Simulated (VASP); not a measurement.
# GePt under strain, part 2 of 2

Aim: follow the pressure of GePt through compression, expansion and shear. All runs use LDA. Left out of this account: at least 1 further run (fields: a reference on another mesh). The start is a cell from a database of measured crystal structures.

VASP 6.6.1; LDA; plane waves and PAW (Ge_d, Pt).

Still holding for the runs below: Spin-orbit coupling is off here; it can split and shift levels that hold much weight on Pt by tenths of an eV or more.

So far, pressure (GPa): step 2 (bands, cell as listed) -2.23; step 3 (cell volume +4.0 %) -8.68; step 4 (cell volume +8.0 %) -13.6; step 5 (bands, sheared, principal strains -2.3, -0.2, +2.6 %) -1.72.

## 6. Bands, volume times 0.96

The cell is compressed evenly, with fractional positions held.

The input, INCAR:

```
SYSTEM = GePt
PREC = Accurate
ENCUT = 410
EDIFF = 1E-06
NELM = 100
ISMEAR = -1
SIGMA = 0.05
LREAL = .FALSE.
ALGO = Normal
GGA = CA
NBANDS = 71
LASPH = .TRUE.
LORBIT = 11
LWAVE = .FALSE.
LCHARG = .FALSE.
KPAR = 8
```

The input, POSCAR:

```
GePt
1.0
    5.6417067412      0.0000000000      0.0000000000
    0.0000000000      3.6470344155      0.0000000000
    0.0000000000      0.0000000000      6.0017737041
Ge Pt
4 4
Direct
    0.1850000000      0.2500000000      0.5900000000
    0.3150000000      0.7500000000      0.0900000000
    0.6850000000      0.2500000000      0.9100000000
    0.8150000000      0.7500000000      0.4100000000
    0.9995000000      0.2500000000      0.1908000000
    0.5005000000      0.7500000000      0.6908000000
    0.4995000000      0.2500000000      0.3092000000
    0.0005000000      0.7500000000      0.8092000000
```

The input, KPOINTS:

```
Automatic mesh
0
Gamma
5 8 5
0 0 0
```

The input, KPOINTS_OPT:

```
Line mode
12
Line-mode
Reciprocal
  0.00000000   0.00000000   0.00000000 GAMMA
  0.00000000  -0.50000000   0.00000000 X

  0.00000000  -0.50000000   0.00000000 X
 -0.50000000  -0.50000000   0.00000000 S

 -0.50000000  -0.50000000   0.00000000 S
 -0.50000000   0.00000000   0.00000000 Y

 -0.50000000   0.00000000   0.00000000 Y
  0.00000000   0.00000000   0.00000000 GAMMA

  0.00000000   0.00000000   0.00000000 GAMMA
  0.00000000   0.00000000  -0.50000000 Z

  0.00000000   0.00000000  -0.50000000 Z
  0.00000000  -0.50000000  -0.50000000 U

  0.00000000  -0.50000000  -0.50000000 U
 -0.50000000  -0.50000000  -0.50000000 R

 -0.50000000  -0.50000000  -0.50000000 R
 -0.50000000   0.00000000  -0.50000000 T

 -0.50000000   0.00000000  -0.50000000 T
  0.00000000   0.00000000  -0.50000000 Z

 -0.50000000   0.00000000   0.00000000 Y
 -0.50000000   0.00000000  -0.50000000 T

  0.00000000  -0.50000000  -0.50000000 U
  0.00000000  -0.50000000   0.00000000 X

 -0.50000000  -0.50000000   0.00000000 S
 -0.50000000  -0.50000000  -0.50000000 R
```

PAW data sets: Ge_d and Pt (LDA family, release 64).

Started as:

```console
> mpirun -np 8 vasp_std
```

It took 46 s on 8 MPI ranks of Intel Xeon 6975P-C (Granite Rapids), shared host; peak memory 3.7 GiB; 5.7 min of CPU time.

Numbers from this step:

```
SCF cycles              : 13
irreducible k-points    : 45
symmetry operations     : 8
free energy (TOTEN)     : -54.7440 eV
energy at zero smearing : -54.7363 eV
Fermi energy            : 10.34 eV
pressure                : 6.083 GPa
```

Electronic bands along the path, in eV, zero at the Fermi level; # counts the bands kept in this run:

| point | #21 | #22 | #23 | #24 | #25 | #26 | #27 | #28 |
| --- | --- | --- | --- | --- | --- | --- | --- | --- |
| Γ | -2.66 | -1.69 | -1.51 | -1.07 | 0.65 | 1.08 | 3.02 | 3.22 |
| 0.45 of the way | -2.52 | -1.22 | -1.21 | -0.72 | 0.54 | 1.00 | 1.24 | 2.11 |
| X | -2.73 | -2.73 | -1.79 | -1.79 | -0.15 | -0.15 | 2.16 | 2.16 |
| 0.55 of the way | -2.37 | -2.37 | -1.97 | -1.97 | 0.27 | 0.27 | 1.31 | 1.31 |
| S | -2.06 | -2.06 | -2.06 | -2.06 | 0.68 | 0.68 | 0.68 | 0.68 |
| 0.45 of the way | -1.87 | -1.87 | -1.24 | -1.24 | 0.65 | 0.65 | 1.78 | 1.78 |
| Y | -2.65 | -2.65 | 0.04 | 0.04 | 1.26 | 1.26 | 2.33 | 2.33 |
| 0.45 of the way | -2.81 | -2.06 | -0.86 | -0.47 | 1.24 | 1.89 | 2.23 | 2.75 |
| Γ | -2.66 | -1.69 | -1.51 | -1.07 | 0.65 | 1.08 | 3.02 | 3.22 |
| 0.55 of the way | -2.11 | -1.84 | -0.84 | -0.47 | 1.09 | 1.33 | 2.34 | 2.40 |
| Z | -2.00 | -2.00 | 0.00 | 0.00 | 1.02 | 1.02 | 1.96 | 1.96 |
| 0.55 of the way | -1.97 | -1.97 | -1.28 | -1.28 | 0.69 | 0.69 | 1.85 | 1.85 |
| U | -2.69 | -2.69 | -2.31 | -2.31 | 0.50 | 0.50 | 1.22 | 1.22 |
| 0.55 of the way | -2.69 | -2.69 | -2.64 | -2.64 | 1.70 | 1.70 | 1.76 | 1.76 |
| R | -2.64 | -2.64 | -2.64 | -2.64 | 2.56 | 2.56 | 2.56 | 2.56 |
| 0.45 of the way | -1.40 | -1.40 | -0.92 | -0.92 | 0.63 | 0.63 | 1.75 | 1.75 |
| T | -1.48 | -1.48 | 0.69 | 0.69 | 1.90 | 1.90 | 2.64 | 2.64 |
| 0.45 of the way | -1.61 | -1.61 | -0.02 | -0.02 | 1.66 | 1.66 | 2.06 | 2.06 |
| Z | -2.00 | -2.00 | 0.00 | 0.00 | 1.02 | 1.02 | 1.96 | 1.96 |
| jump to Y | -2.65 | -2.65 | 0.04 | 0.04 | 1.26 | 1.26 | 2.33 | 2.33 |
| 0.45 of the way | -2.35 | -2.35 | 0.36 | 0.36 | 1.71 | 1.71 | 1.99 | 1.99 |
| T | -1.48 | -1.48 | 0.69 | 0.69 | 1.90 | 1.90 | 2.64 | 2.64 |
| jump to U | -2.69 | -2.69 | -2.31 | -2.31 | 0.50 | 0.50 | 1.22 | 1.22 |
| 0.45 of the way | -2.66 | -2.66 | -2.16 | -2.16 | 0.10 | 0.10 | 1.14 | 1.14 |
| X | -2.73 | -2.73 | -1.79 | -1.79 | -0.15 | -0.15 | 2.16 | 2.16 |
| jump to S | -2.06 | -2.06 | -2.06 | -2.06 | 0.68 | 0.68 | 0.68 | 0.68 |

Of the projections kept (Ge, Pt), the largest for each band there, as a share of the weight inside these atoms' spheres; weight between the spheres isn't counted:

| point | #21 | #22 | #23 | #24 | #25 | #26 | #27 | #28 |
| --- | --- | --- | --- | --- | --- | --- | --- | --- |
| Γ | Pt 0.68 | Ge 0.59 | Pt 0.80 | Pt 0.86 | Pt 0.80 | Pt 0.60 | Ge 0.65 | Ge 0.72 |
| X | Pt 0.88 | Pt 0.88 | Pt 0.73 | Pt 0.73 | Pt 0.85 | Pt 0.85 | Pt 0.58 | Pt 0.58 |
| S | Pt 0.84 | Pt 0.84 | Pt 0.84 | Pt 0.84 | Pt 0.73 | Pt 0.73 | Pt 0.73 | Pt 0.73 |
| Y | Pt 0.98 | Pt 0.98 | Pt 0.55 | Pt 0.55 | Pt 0.55 | Pt 0.55 | Ge 0.55 | Ge 0.55 |
| Γ | Pt 0.68 | Ge 0.59 | Pt 0.80 | Pt 0.86 | Pt 0.80 | Pt 0.60 | Ge 0.65 | Ge 0.72 |
| Z | Pt 0.74 | Pt 0.74 | Pt 0.80 | Pt 0.80 | Pt 0.57 | Pt 0.57 | Ge 0.62 | Ge 0.62 |

Force by atom:

| atom | x (eV/Å) | y (eV/Å) | z (eV/Å) | size |
| --- | --- | --- | --- | --- |
| Ge1 | -0.045 | 0.000 | -0.082 | 0.093 |
| Ge2 | 0.045 | 0.000 | -0.082 | 0.093 |
| Ge3 | -0.045 | 0.000 | 0.082 | 0.093 |
| Ge4 | 0.045 | 0.000 | 0.082 | 0.093 |
| Pt5 | 0.130 | 0.000 | -0.081 | 0.153 |
| Pt6 | -0.130 | 0.000 | -0.081 | 0.153 |
| Pt7 | 0.130 | 0.000 | 0.081 | 0.153 |
| Pt8 | -0.130 | 0.000 | 0.081 | 0.153 |

 The pressure is 6.08 GPa.

For the pressure, step 2 gave -2.23 GPa; this run, with cell volume -4.0 %, gives 6.08 GPa.

## 7. Bands, volume times 0.92

The cell is scaled evenly once more. A prediction first. A least-squares parabola for the 4 pressures of evenly scaled cells so far, P = -2.21 -184.0 t +461 t² GPa with t = ln(V/V₁) and V₁ the volume at scale 1, gives 16.34 GPa at t = -0.0834.

INCAR is that of step 6.

Edit POSCAR of step 6 so:

```diff
@@ -2,5 +2,5 @@
 1.0
-    5.6417067412      0.0000000000      0.0000000000
-    0.0000000000      3.6470344155      0.0000000000
-    0.0000000000      0.0000000000      6.0017737041
+    5.5622354971      0.0000000000      0.0000000000
+    0.0000000000      3.5956608905      0.0000000000
+    0.0000000000      0.0000000000      5.9172304187
 Ge Pt
```

KPOINTS is that of step 6.

KPOINTS_OPT is that of step 6.

Started as:

```console
> mpirun -np 8 vasp_std
```

It took 52 s on 8 MPI ranks; peak memory 3.6 GiB; 5.7 min of CPU time.

This step gave:

```yaml
scf_cycles: 12
free_energy_toten: -54.3730 eV
energy_at_zero_smearing: -54.3655 eV
fermi_energy: 11.11 eV
pressure: 16.89 GPa
```

The electronic bands at the labelled points (eV, zero at the Fermi level; # counts the bands kept in this run):

| point | #21 | #22 | #23 | #24 | #25 | #26 | #27 | #28 |
| --- | --- | --- | --- | --- | --- | --- | --- | --- |
| Γ | -2.86 | -1.88 | -1.61 | -1.17 | 0.66 | 1.27 | 3.06 | 3.24 |
| 0.55 of the way | -2.72 | -1.41 | -1.18 | -0.74 | 0.23 | 0.97 | 1.09 | 2.24 |
| X | -2.91 | -2.91 | -1.94 | -1.94 | -0.14 | -0.14 | 2.27 | 2.27 |
| 0.55 of the way | -2.54 | -2.54 | -2.13 | -2.13 | 0.32 | 0.32 | 1.39 | 1.39 |
| S | -2.20 | -2.20 | -2.20 | -2.20 | 0.75 | 0.75 | 0.75 | 0.75 |
| 0.55 of the way | -2.07 | -2.07 | -1.06 | -1.06 | 0.67 | 0.67 | 2.25 | 2.25 |
| Y | -2.82 | -2.82 | 0.07 | 0.07 | 1.22 | 1.22 | 2.41 | 2.41 |
| 0.45 of the way | -2.99 | -2.19 | -0.91 | -0.59 | 1.38 | 1.88 | 2.31 | 2.77 |
| Γ | -2.86 | -1.88 | -1.61 | -1.17 | 0.66 | 1.27 | 3.06 | 3.24 |
| 0.45 of the way | -2.10 | -2.06 | -1.00 | -0.88 | 1.05 | 1.40 | 2.56 | 2.63 |
| Z | -2.15 | -2.15 | -0.01 | -0.01 | 0.99 | 0.99 | 2.06 | 2.06 |
| 0.45 of the way | -2.08 | -2.08 | -1.05 | -1.05 | 0.62 | 0.62 | 2.47 | 2.47 |
| U | -2.87 | -2.87 | -2.48 | -2.48 | 0.49 | 0.49 | 1.38 | 1.38 |
| 0.45 of the way | -2.87 | -2.87 | -2.79 | -2.79 | 1.46 | 1.46 | 1.76 | 1.76 |
| R | -2.81 | -2.81 | -2.81 | -2.81 | 2.65 | 2.65 | 2.65 | 2.65 |
| 0.55 of the way | -1.26 | -1.26 | -0.33 | -0.33 | 0.52 | 0.52 | 1.50 | 1.50 |
| T | -1.57 | -1.57 | 0.67 | 0.67 | 2.00 | 2.00 | 2.66 | 2.66 |
| 0.45 of the way | -1.73 | -1.73 | -0.02 | -0.02 | 1.65 | 1.65 | 2.18 | 2.18 |
| Z | -2.15 | -2.15 | -0.01 | -0.01 | 0.99 | 0.99 | 2.06 | 2.06 |
| jump to Y | -2.82 | -2.82 | 0.07 | 0.07 | 1.22 | 1.22 | 2.41 | 2.41 |
| 0.45 of the way | -2.49 | -2.49 | 0.39 | 0.39 | 1.69 | 1.69 | 2.07 | 2.07 |
| T | -1.57 | -1.57 | 0.67 | 0.67 | 2.00 | 2.00 | 2.66 | 2.66 |
| jump to U | -2.87 | -2.87 | -2.48 | -2.48 | 0.49 | 0.49 | 1.38 | 1.38 |
| 0.45 of the way | -2.87 | -2.87 | -2.33 | -2.33 | 0.11 | 0.11 | 1.24 | 1.24 |
| X | -2.91 | -2.91 | -1.94 | -1.94 | -0.14 | -0.14 | 2.27 | 2.27 |
| jump to S | -2.20 | -2.20 | -2.20 | -2.20 | 0.75 | 0.75 | 0.75 | 0.75 |

Of the projections kept (Ge, Pt), the largest for each band there, as a share of the weight inside these atoms' spheres; weight between the spheres isn't counted:

| point | #21 | #22 | #23 | #24 | #25 | #26 | #27 | #28 |
| --- | --- | --- | --- | --- | --- | --- | --- | --- |
| Γ | Pt 0.68 | Ge 0.58 | Pt 0.79 | Pt 0.86 | Pt 0.79 | Pt 0.59 | Ge 0.65 | Ge 0.72 |
| X | Pt 0.87 | Pt 0.87 | Pt 0.72 | Pt 0.72 | Pt 0.85 | Pt 0.85 | Pt 0.58 | Pt 0.58 |
| S | Pt 0.83 | Pt 0.83 | Pt 0.83 | Pt 0.83 | Pt 0.73 | Pt 0.73 | Pt 0.73 | Pt 0.73 |
| Y | Pt 0.98 | Pt 0.98 | Pt 0.54 | Pt 0.54 | Pt 0.55 | Pt 0.55 | Ge 0.56 | Ge 0.56 |
| Γ | Pt 0.68 | Ge 0.58 | Pt 0.79 | Pt 0.86 | Pt 0.79 | Pt 0.59 | Ge 0.65 | Ge 0.72 |
| Z | Pt 0.73 | Pt 0.73 | Pt 0.79 | Pt 0.79 | Pt 0.58 | Pt 0.58 | Ge 0.63 | Ge 0.63 |

Force by atom:

| atom | x (eV/Å) | y (eV/Å) | z (eV/Å) | size |
| --- | --- | --- | --- | --- |
| Ge1 | -0.171 | 0.000 | -0.081 | 0.189 |
| Ge2 | 0.171 | 0.000 | -0.081 | 0.189 |
| Ge3 | -0.171 | 0.000 | 0.081 | 0.189 |
| Ge4 | 0.171 | 0.000 | 0.081 | 0.189 |
| Pt5 | 0.293 | 0.000 | -0.164 | 0.336 |
| Pt6 | -0.293 | 0.000 | -0.164 | 0.336 |
| Pt7 | 0.293 | 0.000 | 0.164 | 0.336 |
| Pt8 | -0.293 | 0.000 | 0.164 | 0.336 |

 The pressure is 16.89 GPa. The parabola predicted 16.34 GPa, -0.55 GPa off.

## 8. Bands, atoms displaced by up to 0.19 Å

In the first cell the atoms are moved off their sites at random; since the same shifts repeat in every cell, this is a frozen displacement of whole sublattices.

INCAR is that of step 7.

The input, POSCAR:

```
GePt
1.0
    5.7190000000      0.0000000000      0.0000000000
    0.0000000000      3.6970000000      0.0000000000
    0.0000000000      0.0000000000      6.0840000000
Ge Pt
4 4
Direct
    0.1806300000      0.2303940000      0.5960680000
    0.3180790000      0.7707920000      0.0964370000
    0.6766950000      0.2129200000      0.9298390000
    0.8181660000      0.7336510000      0.4106380000
    1.0166220000      0.2430330000      0.2172630000
    0.4854340000      0.7336090000      0.7119410000
    0.5155150000      0.2234460000      0.3089000000
    0.0171870000      0.7774740000      0.7904480000
```

KPOINTS is that of step 7.

KPOINTS_OPT is that of step 7.

Started as:

```console
> mpirun -np 8 vasp_std
```

It took 77 s on 8 MPI ranks; peak memory 6.6 GiB; 8.6 min of CPU time.

This step gave:

```yaml
scf_cycles: 14
irreducible_k_points: 101
symmetry_operations: 1
free_energy_toten: -53.9935 eV
energy_at_zero_smearing: -53.9819 eV
fermi_energy: 9.600 eV
pressure: 2.417 GPa
```

The electronic bands at the labelled points (eV, zero at the Fermi level; # counts the bands kept in this run):

| point | #22 | #23 | #24 | #25 | #26 | #27 | #28 | #29 |
| --- | --- | --- | --- | --- | --- | --- | --- | --- |
| Γ | -2.36 | -1.51 | -1.30 | -0.69 | 0.94 | 1.05 | 2.69 | 3.16 |
| 0.45 of the way | -2.19 | -1.22 | -0.96 | -0.50 | 0.58 | 0.89 | 1.17 | 2.09 |
| X | -2.62 | -2.52 | -1.50 | -1.24 | -0.30 | -0.21 | 1.97 | 2.04 |
| 0.45 of the way | -2.52 | -2.39 | -1.61 | -1.49 | -0.01 | 0.10 | 1.28 | 1.56 |
| S | -2.00 | -1.86 | -1.77 | -1.72 | 0.20 | 0.42 | 0.70 | 0.75 |
| 0.45 of the way | -1.81 | -1.63 | -0.99 | -0.82 | 0.54 | 0.81 | 1.42 | 1.72 |
| Y | -2.63 | -2.51 | -0.31 | 0.15 | 1.21 | 1.55 | 2.33 | 2.48 |
| 0.55 of the way | -2.57 | -1.95 | -0.71 | -0.46 | 1.29 | 1.61 | 2.33 | 2.86 |
| Γ | -2.36 | -1.51 | -1.30 | -0.69 | 0.94 | 1.05 | 2.69 | 3.16 |
| 0.55 of the way | -1.99 | -1.41 | -0.52 | -0.30 | 1.10 | 1.41 | 2.16 | 2.59 |
| Z | -1.58 | -1.45 | -0.10 | 0.12 | 0.84 | 1.26 | 2.20 | 2.23 |
| 0.45 of the way | -1.92 | -1.68 | -0.79 | -0.65 | 0.37 | 0.67 | 2.27 | 2.39 |
| U | -2.65 | -2.56 | -2.27 | -2.02 | 0.34 | 0.55 | 1.11 | 1.19 |
| 0.45 of the way | -2.72 | -2.61 | -2.41 | -2.30 | 0.94 | 1.19 | 1.60 | 1.69 |
| R | -2.70 | -2.65 | -2.54 | -2.43 | 2.02 | 2.27 | 2.54 | 2.66 |
| 0.45 of the way | -1.34 | -1.25 | -0.87 | -0.60 | 0.64 | 0.84 | 1.67 | 1.87 |
| T | -1.09 | -0.82 | 0.53 | 0.86 | 1.75 | 2.05 | 2.65 | 2.76 |
| 0.45 of the way | -1.27 | -0.96 | -0.03 | 0.21 | 1.51 | 1.78 | 2.06 | 2.19 |
| Z | -1.58 | -1.45 | -0.10 | 0.12 | 0.84 | 1.26 | 2.20 | 2.23 |
| jump to Y | -2.63 | -2.51 | -0.31 | 0.15 | 1.21 | 1.55 | 2.33 | 2.48 |
| 0.45 of the way | -2.06 | -1.88 | 0.08 | 0.43 | 1.63 | 1.86 | 2.06 | 2.19 |
| T | -1.09 | -0.82 | 0.53 | 0.86 | 1.75 | 2.05 | 2.65 | 2.76 |
| jump to U | -2.65 | -2.56 | -2.27 | -2.02 | 0.34 | 0.55 | 1.11 | 1.19 |
| 0.45 of the way | -2.56 | -2.33 | -2.03 | -1.76 | -0.13 | -0.02 | 1.10 | 1.29 |
| X | -2.62 | -2.52 | -1.50 | -1.24 | -0.30 | -0.21 | 1.97 | 2.04 |
| jump to S | -2.00 | -1.86 | -1.77 | -1.72 | 0.20 | 0.42 | 0.70 | 0.75 |

Of the projections kept (Ge, Pt), the largest for each band there, as a share of the weight inside these atoms' spheres; weight between the spheres isn't counted:

| point | #22 | #23 | #24 | #25 | #26 | #27 | #28 | #29 |
| --- | --- | --- | --- | --- | --- | --- | --- | --- |
| Γ | Pt 0.68 | Pt 0.78 | Ge 0.52 | Pt 0.92 | Pt 0.82 | Pt 0.61 | Ge 0.66 | Ge 0.74 |
| X | Pt 0.86 | Pt 0.84 | Pt 0.71 | Pt 0.71 | Pt 0.87 | Pt 0.86 | Pt 0.65 | Pt 0.62 |
| S | Pt 0.80 | Pt 0.82 | Pt 0.79 | Pt 0.81 | Pt 0.73 | Pt 0.74 | Pt 0.74 | Pt 0.74 |
| Y | Pt 0.98 | Pt 0.97 | Pt 0.53 | Pt 0.53 | Pt 0.55 | Pt 0.56 | Ge 0.51 | Ge 0.54 |
| Γ | Pt 0.68 | Pt 0.78 | Ge 0.52 | Pt 0.92 | Pt 0.82 | Pt 0.61 | Ge 0.66 | Ge 0.74 |
| Z | Pt 0.69 | Pt 0.69 | Pt 0.84 | Pt 0.79 | Pt 0.55 | Pt 0.57 | Ge 0.55 | Ge 0.56 |

Force by atom:

| atom | x (eV/Å) | y (eV/Å) | z (eV/Å) | size |
| --- | --- | --- | --- | --- |
| Ge1 | 1.45 | 1.91 | -1.09 | 2.64 |
| Ge2 | -0.52 | -1.30 | -0.06 | 1.40 |
| Ge3 | 0.89 | 0.65 | -0.58 | 1.25 |
| Ge4 | -0.74 | 0.19 | 0.78 | 1.09 |
| Pt5 | -0.15 | 0.11 | -1.43 | 1.44 |
| Pt6 | 1.57 | -0.68 | -0.85 | 1.91 |
| Pt7 | -0.31 | 0.74 | 1.14 | 1.40 |
| Pt8 | -2.20 | -1.63 | 2.09 | 3.44 |

 The pressure is 2.42 GPa, and the symmetry operations fall from 8 to 1.

## 9. Side by side

```
                                         cell   mesh  pressure (GPa)  gap (eV)
                               cell as listed  5×8×5           -2.23      none
                            volume times 1.04  5×8×5           -8.68      none
                            volume times 1.08  5×8×5          -13.65      none
sheared, principal strains -2.3, -0.2, +2.6 %  5×8×5           -1.72      none
                            volume times 0.96  5×8×5            6.08      none
                            volume times 0.92  5×8×5           16.89      none
              atoms displaced by up to 0.19 Å  5×8×5            2.42      none
```

## 10. Results

```
pressure, cell as listed                                    : -2.23 GPa
pressure, volume times 1.04                                 : -8.68 GPa
pressure, volume times 1.08                                 : -13.6 GPa
pressure, sheared, principal strains -2.3, -0.2, +2.6 %     : -1.72 GPa
pressure, volume times 0.96                                 : 6.08 GPa
pressure, volume times 0.92                                 : 16.9 GPa
pressure, atoms displaced by up to 0.19 Å                   : 2.42 GPa
bulk modulus at the listed volume, shape and positions held : 186 GPa
```

**Reading.** The slope of pressure against ln V at the listed volume gives a bulk modulus of 186 GPa at fixed shape and positions, above that of a cell free to relax. The atoms were not relaxed in the changed cells. Spin-orbit coupling is left out, and with elements this heavy it would split and shift bands near the Fermi level.

[Lines on the potential files, build, host, timing and source positions are cut from VASP's logs without a mark.]

[Logs are printed without paths, hosts, clocks, repeated set-up lines and the standing remarks that a program may print on its own settings, such as how far it seeks lower states.]

[Hosts, paths, dates, database ids (printed as entryN), source tags and the programs' standing remarks are cut or masked in the printed files.]

[A measured line is paired with the nearest computed mode of its activity, which favours agreement.]

[In band tables of VASP the shares of atoms and orbitals are scaled to a sum of 1 inside the atoms' spheres.]
